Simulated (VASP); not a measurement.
Here is the system:

```
FeO
1.0
    4.41660     2.20830     2.20830
    2.20830     4.41660     2.20830
    2.20830     2.20830     4.41660
Fe O
2 2
Direct
  0.00000   0.00000   0.00000
  0.50000   0.50000   0.50000
  0.25000   0.25000   0.25000
  0.75000   0.75000   0.75000
```
Starting moments (μB, in the order of the record's atoms Fe Fe O O): 4.0 -4.0 0.0 0.0.

All values below come from PBE GGA, VASP's PBE PAW potentials (set 64) (plane waves; VASP). Numerical set-up: 520 eV cut-off, 3×3×3 Γ-centred mesh, Gaussian smearing of 0.050 eV, potentials Fe O.

Question: Give the stress tensor in GPa (positive for a compressed cell).

Answer: 
```
-12.42    2.87    2.87
  2.87  -12.42    2.87
  2.87    2.87  -12.42
```
The pressure is its mean diagonal, -12.42 GPa.

The compound is FeO in the rock salt, AFM-II order structure. The cell was not relaxed at this level. The k-mesh is coarse (spacing up to 0.79 per Å, 2π included), so the numbers may not be converged in it. The run is one of a series of settings (KPOINTS 3×3×3 Γ-centred mesh against the base run), some of them coarse on purpose.
